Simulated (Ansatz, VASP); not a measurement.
## HfSi2S2F2 (F-SiSi-F chair under 1T-HfS2, AA'): VASP beside Ansatz

Wanted: the spread between two codes on one cell, functional and k mesh. The structure shown is the start of the Ansatz relaxation below; VASP solves that cell, so the two are compared at the walk's first step.

Calculated with Ansatz 0.2.0; plane waves, with VASP 6.6.1 beside it; single point at LDA.

## 1. Starting point

The cell holds 7 atoms: 2 F, 2 Si, 2 S and 1 Hf. Its edges and angles: a = 3.651 Å, b = 3.652 Å, c = 51.362 Å, α = 90.0°, β = 90.0°, γ = 120.0°. Vacuum lies along c.

## 2. Ansatz: relaxation, LDA

Ansatz runs on its default PAW (the set named soft_2) files.

The two programs are compared at the cell with which this relaxation starts, whose forces are those of its first step.

Contents of input.yaml:

```yaml
crystal:
  lattice:
    - [3.6515, 0.0, 0.0]
    - [-1.82575, 3.1622917619, 0.0]
    - [0.0, 0.0, 51.3621591932]
  atoms:
    - { symbol: F, position: [0.6666666667, 0.3333333333, 0.4010734814] }
    - { symbol: Si, position: [0.6666666667, 0.3333333333, 0.4337823867] }
    - { symbol: Si, position: [0.3333333333, 0.6666666667, 0.4481898807] }
    - { symbol: F, position: [0.3333333333, 0.6666666667, 0.480898786] }
    - { symbol: S, position: [0.6666666667, 0.3333333333, 0.5363871074] }
    - { symbol: Hf, position: [0.3333333333, 0.6666666667, 0.567656813] }
    - { symbol: S, position: [0.0, 0.0, 0.5989265186] }
  periodic: [true, true, false]
kpoints:
  mp_grid: { grid: [12, 12, 1] }
hamiltonian:
  xc: lda
scf:
  occupations: { method: fermi_dirac, width: 0.05 }
  convergence: { dr2_threshold: 1.0e-09 }
relax:
  f_tol: 0.004
  max_steps: 90
  cell: {}
output:
  write_potential: true
  write_density: true
  volumetric_format: npy
```

Started as:

```console
ansatz run input.yaml --threads 4 --pin off --max-ram 12288MiB --backend cpu --events-out ev --progress --plain --runs-dir out
```

Numbers of over 12 decimals in the logs are rounded to 6 here.

Log:

```text
Warning: relax.cell: scf.convergence.dr2_threshold = 1e-9 eV is looser than the 1.72196357732e-10 eV advised for a relaxation that steers and ends on the stress (1e-10 eV for each atom of the cell: 7, times the square of relax.cell.stress_2d_tol = 0.05 N/m over 20.2 Å (the atoms' height at the walk's start and 5 Å past either face), 2.480e-2 GPa, over a crystal's default 0.05). What an SCF threshold leaves in a stress goes as its square root, and in the free energy as the threshold itself, and one threshold admits the most on a small cell: [figures from the program's tests cut] Set scf.convergence.dr2_threshold to 1.72196357732e-10 eV or tighter. [rest of the remark cut]
Engine: ansatz 0.2.0, aarch64-unknown-linux-gnu
Pseudopotentials: kind: paw
Pseudopotential: F, paw, valence charge 7, recommended cutoff 420 eV (normal), F.paw.azcp
Pseudopotential: Si, paw, valence charge 4, recommended cutoff 420 eV (normal), Si.paw.azcp
Pseudopotential: S, paw, valence charge 6, recommended cutoff 420 eV (normal), S.paw.azcp
Pseudopotential: Hf, paw, valence charge 26, recommended cutoff 420 eV (normal), Hf.paw.azcp
Functional definition: SPW92
  exchange = slater_x
  correlation = pw_c
Crystal: 7 atoms, lattice volume = 593.084 Å³
Basis set: ecut = 420 eV, 11403 PW (Γ)
Bands: 37, of which v1, the nominal top of the filled ones, is band 30 counted from 1 (29 counted from 0)
Symmetry: 6 space group operations
Space group: P3m1 (ITA 156), of the structure as read, at distance tolerance 8.4e-5 Å
k-points: 19 of 144 (time reversal used)
Non-local potential: F, projectors of the file, l = 0: 2, l = 1: 2, l = 2: 1
Non-local potential: Si, projectors of the file, l = 0: 2, l = 1: 2, l = 2: 2
Non-local potential: S, projectors of the file, l = 0: 2, l = 1: 2, l = 2: 2
Non-local potential: Hf, projectors of the file, l = 0: 3, l = 1: 2, l = 2: 2, l = 3: 3
PAW form: soft (Blöchl's): semilocal exchange-correlation on the pseudo side does not see the compensation charge
PAW frozen core: F, regenerated for the run's functional, and the local potential with it (the file was generated under x = pbe(κ = 0.804, μ = 0.219515), c = pbe(β = 0.066725))
PAW frozen core: Si, regenerated for the run's functional, and the local potential with it (the file was generated under x = pbe(κ = 0.804, μ = 0.219515), c = pbe(β = 0.066725))
PAW frozen core: S, regenerated for the run's functional, and the local potential with it (the file was generated under x = pbe(κ = 0.804, μ = 0.219515), c = pbe(β = 0.066725))
PAW frozen core: Hf, regenerated for the run's functional, and the local potential with it (the file was generated under x = pbe(κ = 0.804, μ = 0.219515), c = pbe(β = 0.066725))
PAW one-centre angular grid: F, 110 points (default); XC on 64 Gauss nodes
PAW one-centre angular grid: Si, 110 points (default); XC on 64 Gauss nodes
PAW one-centre angular grid: S, 110 points (default); XC on 64 Gauss nodes
PAW one-centre angular grid: Hf, 590 points (default); XC on 64 Gauss nodes
Initial density: superposition of atomic densities (neutral atoms: chi_scale 0, normalization atom), corrected by the library's trained network
Initial wavefunctions: pseudopotential atomic-orbital guess
Functional: x = slater, c = lda
SCF iter   1: F=—  HF=-20025.438198 eV  |F-HF|=—  |Δ(HF+E_count)|=         —  Δρ=5.33e-3  dr2=5.13e-1  ethr=1.77e-3  ⟨swp⟩=13.8  Hψ=5124  notcnv=0  defer=3
preconditioner: auto → LDOS  [metal: Δε(μ)=0.055 eV  Ē_g=10.411 eV  σ=0.050 eV  W_gap=0.25  n_scr=30 (ndim 8)  ℏωp=10.6 eV  f_vac=0.748  D(μ)=0.95/eV (n_scr^D=8)  β→1.0]
SCF iter   2: F=—  HF=-20025.456612 eV  |F-HF|=—  |Δ(HF+E_count)|=   1.84e-2  Δρ=7.20e-3  dr2=3.52e-1  ethr=8.55e-4  ⟨swp⟩=3.6  Hψ=1639  notcnv=0  defer=26
SCF iter   3: F=—  HF=-20025.378536 eV  |F-HF|=—  |Δ(HF+E_count)|=   7.81e-2  Δρ=1.44e-3  dr2=5.86e-2  ethr=5.86e-4  ⟨swp⟩=3.2  Hψ=1538  notcnv=0  defer=29
SCF iter   4: F=—  HF=-20025.376884 eV  |F-HF|=—  |Δ(HF+E_count)|=   1.65e-3  Δρ=9.42e-4  dr2=5.15e-2  ethr=9.77e-5  ⟨swp⟩=4.1  Hψ=1548  notcnv=0  defer=28
SCF iter   5: F=—  HF=-20025.372527 eV  |F-HF|=—  |Δ(HF+E_count)|=   4.36e-3  Δρ=4.03e-4  dr2=8.90e-3  ethr=8.58e-5  ⟨swp⟩=2.2  Hψ=873  notcnv=0  defer=29
SCF iter   6: F=—  HF=-20025.371968 eV  |F-HF|=—  |Δ(HF+E_count)|=   5.60e-4  Δρ=1.02e-4  dr2=1.46e-4  ethr=1.48e-5  ⟨swp⟩=2.4  Hψ=882  notcnv=0  defer=29
[...]
SCF iter   7: F=—  HF=-20026.098135 eV  |F-HF|=—  |Δ(HF+E_count)|=   1.94e-9  Δρ=1.12e-6  dr2=9.57e-9  ethr=8.23e-11  ⟨swp⟩=3.1  Hψ=1483  notcnv=0
SCF iter   8: F=-20026.098135 eV  HF=-20026.098135 eV  |F-HF|=4.15e-10  |Δ(HF+E_count)|=  6.18e-10  Δρ=3.62e-7  dr2=6.97e-10  ethr=1.67e-12  ⟨swp⟩=9.8  Hψ=6232  notcnv=0
SCF 10 converged in 8 iterations: F = -20026.098135 eV  dr2 = 6.97e-10
relax step  10: F+E_penalty+E_count = -20026.09813511 eV  Δ(F+E_penalty+E_count) = +2.134e-5 eV  max|allowed force component| = 1.448e-3 eV/Å  Δτ_max = 0.0042 Å  P = -0.003 N/m  Ω = 616.059 Å³  energy of the carried Pulay correction = -6.364e-4 eV  fix = [c, alpha, beta]  reactions: c -0.000 N/m  (8 SCF iters, accepted)
iter 1 solved again at ethr=1.80e-7 eV; its pass at ethr=3.10e-3 eV (dr2=1.08e-4 eV) is discarded
SCF iter   1: F=—  HF=-20026.098701 eV  |F-HF|=—  |Δ(HF+E_count)|=         —  Δρ=1.08e-5  dr2=1.03e-7  ethr=1.80e-7  ⟨swp⟩=6.0  Hψ=8413  notcnv=0
SCF iter   2: F=—  HF=-20026.098816 eV  |F-HF|=—  |Δ(HF+E_count)|=   1.15e-4  Δρ=8.02e-6  dr2=2.59e-7  ethr=1.71e-10  ⟨swp⟩=4.7  Hψ=2324  notcnv=0
SCF iter   3: F=—  HF=-20026.098816 eV  |F-HF|=—  |Δ(HF+E_count)|=   5.33e-8  Δρ=2.88e-6  dr2=8.91e-8  ethr=1.71e-10  ⟨swp⟩=3.8  Hψ=1689  notcnv=0
SCF iter   4: F=—  HF=-20026.098816 eV  |F-HF|=—  |Δ(HF+E_count)|=   6.21e-9  Δρ=1.65e-6  dr2=8.06e-8  ethr=1.49e-10  ⟨swp⟩=3.3  Hψ=1338  notcnv=0
SCF iter   5: F=—  HF=-20026.098816 eV  |F-HF|=—  |Δ(HF+E_count)|=   2.06e-8  Δρ=6.79e-7  dr2=6.99e-9  ethr=1.34e-10  ⟨swp⟩=2.6  Hψ=899  notcnv=0
SCF iter   6: F=-20026.098816 eV  HF=-20026.098816 eV  |F-HF|=2.71e-8  |Δ(HF+E_count)|=   1.60e-8  Δρ=1.34e-7  dr2=4.40e-10  ethr=1.67e-12  ⟨swp⟩=15.4  Hψ=7017  notcnv=0
SCF 11 converged in 6 iterations: F = -20026.098816 eV  dr2 = 4.40e-10
relax step  11: F+E_penalty+E_count = -20026.09881643 eV  Δ(F+E_penalty+E_count) = -6.813e-4 eV  max|allowed force component| = 1.455e-3 eV/Å  Δτ_max = 0.0000 Å  P = +0.002 N/m  Ω = 616.059 Å³  fix = [c, alpha, beta]  reactions: c +0.000 N/m  stress off target by 2.49e-3 N/m on what of the cell is left free  SCF on the basis re-selected at this cell (its energy is not comparable with the rows above)  (6 SCF iters)
basis re-selected at this cell: Δ(F+E_penalty+E_count) = -6.813e-4 eV, ΔP = +0.005 N/m vs the last step (what re-selecting the basis moved, of the pressure what is left beyond the Pulay correction that the steps carried, after the strain that the cell walked since its last selection, with what the two solves' SCF thresholds leave and, on support functions, any second-order correction that the steps lacked; it is no m [...]
WARN: The output density's exchange-correlation potential varies sharply where the density is thin. Do not read a vacuum level from v_tot or v_xc, or from such a field of the output density. On a cell that repeats whose density bears no net charge and no dipole along the vacuum's axis use v_es (v_loc + v_h of the components); under efield.dipole_correction with no amplitude use v_es + v_field, which holds any externa [...]
SCF converged after 6 iterations
Free energy (F): -20026.098816 eV
Harris-Foulkes:  -20026.098816 eV  (|F-HF|=2.71e-8)
Internal energy: -20026.097139 eV  (E = F + TS)
E sigma→0 (E₀):  -20026.097978 eV
Entropy (-TS):   -0.001678 eV (-0.240 meV/atom)
Fermi energy:    -6.157262 eV
--- Per-component energies (eV) ---
  E_band       = -1145.840414
  E_kinetic    = 1131.052229
  E_local      = -265402.976987  (includes V_loc(G=0)·N_el)
  E_nonlocal   = -968.031437
  E_hartree    = 131782.502726
  E_xc         = -754.741537
  E_vxc        = -736.994757  (∫ρ·V_xc dr)
  E_paw        = -9170.038942  (= ΣΔE_a)
  E_vpaw       = 1266.098893  (= ΣTr[D̂ρ^β])
  E_aug_tail   = 0.004054  (compensation charges beyond the density's cutoff)
  E_ewald      = 123352.973952
  E_core_change = 3.158803  (= ΣΔE_core)
  E_smearing   = -0.001678  (= −TS)
  E_closure    = -0.000000  (closes the sum)
  Σ components = -20026.098816   (vs F -20026.098816, Δ=0.00e0)
--- Forces (eV/Å), atoms counted from 1 ---
  atom   1  F     -0.00000000    -0.00000000     0.00031536
  atom   2  Si     0.00000000    -0.00000000     0.00002340
  atom   3  Si     0.00000000     0.00000000    -0.00017144
  atom   4  F      0.00000000     0.00000000    -0.00014043
  atom   5  S     -0.00000000     0.00000000     0.00035054
  atom   6  Hf    -0.00000000     0.00000000     0.00070769
  atom   7  S      0.00000000    -0.00000000    -0.00151617
  max |Σ_I F_I| component: 4.31e-4 eV/Å
--- 2D stress c σ (N/m, compression-positive) ---
        0.002486      -0.000000       0.000000
       -0.000000       0.002486       0.000000
        0.000000       0.000000       0.000000
  P = ½ c Tr σ = 0.0025 N/m
--- Band table (eV; the first three rows and the last of 19) ---
  k-point 0: bands = [... 26 lower, -6.7749, -6.7749, -6.2107, -6.2107, -6.1714, -4.8421, -4.8421, -3.8608, ... 3 higher]
  k-point 1: bands = [... 26 lower, -7.2105, -6.9781, -6.8708, -6.3708, -5.8804, -4.7744, -4.5883, -3.6820, ... 3 higher]
  k-point 2: bands = [... 26 lower, -7.9110, -7.3650, -6.9852, -6.7201, -5.5875, -4.8366, -4.0731, -3.3165, ... 3 higher]
  k-point 18: bands = [... 26 lower, -9.3972, -8.3615, -8.3434, -8.2842, -4.3099, -3.1650, -3.1551, -2.2010, ... 3 higher]
  the weakly bound empty levels are not read free of the cell's end (no_gap_told)
--- Relaxed structure (9 steps of the walk, 9 accepted, 2 SCFs on fresh bases) ---
  F+E_penalty+E_count = -20026.09881643 eV   max|allowed force component| = 1.455e-3 eV/Å   (the final SCF, on the basis selected at the relaxed cell)
  cell:  # Å, volume = 616.0587 Å³
    - [3.721552, 0, 0]
    - [-1.860776, 3.222958, 0]
    - [0, 0, 51.3621591932]
  atoms:
    - { symbol: F, position: [0.666667, 0.333333, 0.408326] }
    - { symbol: Si, position: [0.666667, 0.333333, 0.439506] }
    - { symbol: Si, position: [0.333333, 0.666667, 0.454558] }
    - { symbol: F, position: [0.333333, 0.666667, 0.485806] }
    - { symbol: S, position: [0.666667, 0.333333, 0.533067] }
    - { symbol: Hf, position: [0.333333, 0.666667, 0.559568] }
    - { symbol: S, position: [-2.6740844254909985e-17, 0, 0.586084] }
```

[end of part 1 of 2]

[Lines on the potential files, build, host, timing and source positions are cut from VASP's logs without a mark.]

[Logs are printed without paths, hosts, clocks, repeated set-up lines and the standing remarks that a program may print on its own settings, such as how far it seeks lower states.]

[Hosts, paths, dates, database ids (printed as entryN), source tags and the programs' standing remarks are cut or masked in the printed files.]
